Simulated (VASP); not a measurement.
MgS: energy against strain

MgS (rock salt, Fm-3m, 17.355 Å³/atom and stress up to 0.03 GPa in the relaxed cell, cube axes along x, y and z) under an equal strain ε along x and y, with z held. PBEsol in VASP (plane waves, PAW), 480 eV, 10×10×10 Γ-centred mesh, Gaussian smearing 0.05 eV; ions are relaxed, or left where forces stay under 0.02 eV/Å, within the symmetry of each cell.

Here s stands for strain and y for E less E0.

```
strain (%)  E less E0 (meV/atom)
----------  --------------------
-1.50                       5.10
-1.00                       2.24
-0.50                       0.56
0.00                        0.00
0.50                        0.50
1.00                        2.00
1.50                        4.46
3.00                           ?
```

Q: Using a parabola, estimate the missing y at s = 3.00 from the other rows, showing the fit.

A: Least squares gives y = -0.002 - 0.1757·s + 2.1248·s². Residuals (row less fit): 0.058, -0.058, -0.057, 0.002, 0.059, 0.053, -0.055; standard error 0.069 (degrees of freedom: 4). Twice the quadratic coefficient over the volume, 2 × 2.1248 meV × 10⁴ × 0.1602 / 17.355 Å³, is the elastic constants 2(C11 + C12) = 392 ± 6 GPa (± standard error of the fit, which holds the terms cut off). At the withheld row, y = -0.002 - 0.1757 × 3.0 + 2.1248 × 3.0² = 18.594 meV/atom. The calculation gives 16.99 meV/atom, 1.604 meV/atom below the prediction (9.4 % of the range of y in the table). The row lies outside the fitted rows, so this is an extrapolation. From the scatter of the fitted rows alone, a prediction at this place has a standard error of 0.266 meV/atom, so the miss is 6.0 times that.

A polynomial of degree 3 through the 12 other runs of the series gives 16.92 there, so most of the miss is curvature that the fit leaves out. Rows are the converged runs of the series near zero and its far end, less any whose ions stayed unrelaxed beside relaxed ones; series whose fitted rows scatter by over a few per cent of the range, as at a crossing or softening among them, aren't shown in this form. Most that stay on the fit to the last digits aren't either.
